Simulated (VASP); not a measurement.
The system is MgTl.

```
Mg Tl
1.0
     3.69349    0.00000    0.00000
     0.00000    3.69349    0.00000
     0.00000    0.00000    3.69349
Mg Tl
1 1
Direct
  0.00000 0.00000 0.00000
  0.50000 0.50000 0.50000
```

| Quantity | Value |
| --- | --- |
| Program | VASP 6.6.1 |
| Task | relaxation of cell and atoms |
| Functional | LDA |
| Potentials or basis | VASP PAW LDA potentials, release 64 (Mg, Tl_d) |
| Cutoff | 600 eV |
| k mesh | 12 × 12 × 12 |
| Occupations | gaussian, width 0.1 eV |
| Spin | no spin polarisation |

At the start: pressure -3.8 GPa; volume 25.19 Å³/atom.

How do energy, volume and symmetry change on relaxing?

Over 3 steps the energy falls by 33.6 meV/atom and the volume is 22.64 Å³/atom (-10.1 %); space group Pm-3m (No. 221, to 0.05 Å).

The path:
| step | energy change (eV) | largest force (eV/Å) | pressure (GPa) | volume (Å³) |
| --- | --- | --- | --- | --- |
| 1 | 0.0000 | 0.0000 | -3.78 | 50.39 |
| 2 | -0.0646 | 0.0000 | -0.89 | 46.18 |
| 3 | -0.0672 | 0.0000 | -0.02 | 45.28 |

Final structure:
```
CELL_PARAMETERS angstrom
3.56412 0.00000 0.00000
0.00000 3.56412 0.00000
0.00000 0.00000 3.56412
ATOMIC_POSITIONS crystal
Mg 0.00000 0.00000 0.00000
Tl 0.50000 0.50000 0.50000
```
